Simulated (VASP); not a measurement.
Consider the following.

```
CELL_PARAMETERS angstrom
      0.00000     2.93028     2.93028
      2.93028     0.00000     2.93028
      2.93028     2.93028     0.00000
ATOMIC_POSITIONS crystal
  In 0.00000 0.00000 0.00000
  P  0.25000 0.25000 0.25000
```

All values below come from optB86b-vdW, VASP's PBE PAW potentials (set 64) (plane waves; VASP 6.6.1). Run with 520 eV cut-off, 8×8×8 Γ-centred mesh, Gaussian smearing of 0.050 eV, potentials In_d P.

Unless said otherwise, spin-orbit coupling is left out, though it shifts the bands of the heavy elements here.

Predict the energy per atom (σ→0), pressure, band gap (on the k-mesh) with the smallest direct gap where there is one.

```json
{
  "band gap (on the k-mesh)": "0.63 eV",
  "smallest direct gap (on the k-mesh)": "0.63 eV",
  "energy per atom (σ→0)": "-1.992 eV/atom",
  "pressure": "2.05 GPa"
}
```

Only differences to runs with the same potentials and settings are physical.

The compound is InP in the zinc blende structure. This cell is one point of a volume scan, at 0.97 of the reference volume.
